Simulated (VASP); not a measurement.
Given:

```
BaZrO3
1.0
    4.19000     0.00000     0.00000
    0.00000     4.19000     0.00000
    0.00000     0.00000     4.19000
Ba Zr O
1 1 3
Direct
  0.00000   0.00000   0.00000
  0.50000   0.50000   0.50000
  0.50000   0.00000   0.50000
  0.00000   0.50000   0.50000
  0.50000   0.50000   0.00000
```

Method: PBEsol GGA, VASP's PBE PAW potentials (set 64) (plane waves; VASP 6.6.1). Settings: 520 eV cut-off, 6×6×6 Γ-centred mesh, tetrahedra with Blöchl corrections, potentials Ba_sv Zr_sv O.

Unless said otherwise, spin-orbit coupling is left out, though it shifts the bands of the heavy elements here.

### Question
Estimate the energy per atom (σ→0), band gap (on the k-mesh) with the smallest direct gap where there is one.

### Answer

The band gap (on the k-mesh) is 3.11 eV, the smallest direct gap (on the k-mesh) is 3.33 eV and the energy per atom (σ→0) is -8.725 eV/atom.

Total energies compare only between runs with the same potentials, cut-off and functional.

The compound is BaZrO3 in the cubic perovskite structure. The cell was not relaxed at this level.
